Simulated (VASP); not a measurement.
A convergence study with VASP on NiSi2 (fluorite): one setting is varied, all else stays as given below, so the limit is that of these other settings. The cell's lengths are 1 % over those of the tabulated start and one atom is moved, so it is off equilibrium.

```xyz
3
Lattice="0.0000 2.7321 2.7321 2.7321 0.0000 2.7321 2.7321 2.7321 0.0000" Properties=species:S:1:pos:R:3 pbc="T T T"
Si     1.3660     1.3660     1.3660
Si     4.0981     4.0981     4.0981
Ni     0.0606     0.0000     0.0000
```

All values below come from LDA (Ceperley-Alder, Perdew-Zunger), VASP's LDA PAW potentials (set 64) (plane waves; VASP). The tightest run used: 1000 eV cut-off, 11×11×11 Γ-centred mesh, first-order Methfessel-Paxton smearing of 0.10 eV, potentials Si Ni.

| setting | E (eV/atom) | pressure (GPa) | largest force (eV/Å) | plane waves |
|---|---|---|---|---|
| ENCUT = 150 | -4.6922 | -203.20 | 0.609 | 178 |
| ENCUT = 200 | -6.4254 | -40.75 | 0.416 | 271 |
| ENCUT = 250 | -6.5818 | -12.62 | 0.466 | 375 |

Question: These are the cheaper rows. Estimate the results at ENCUT = 1000, and how far the last row shown lies from them.

Answer: 
```
quantity              tightest run  last row shown is off by
--------------------  ------------  ------------------------
E (eV/atom)                -6.6033                    0.0214
pressure (GPa)               -8.98                     -3.64
largest force (eV/Å)         0.481                    -0.015
```

Left out are rungs that failed or repeat a setting and relaxations that didn't move; long series are thinned to 24 rows.

The compound is NiSi2 in the fluorite structure. The cell was not relaxed at this level, it is distorted from the ideal structure. The run is not spin-polarised, so no magnetic state was tried.
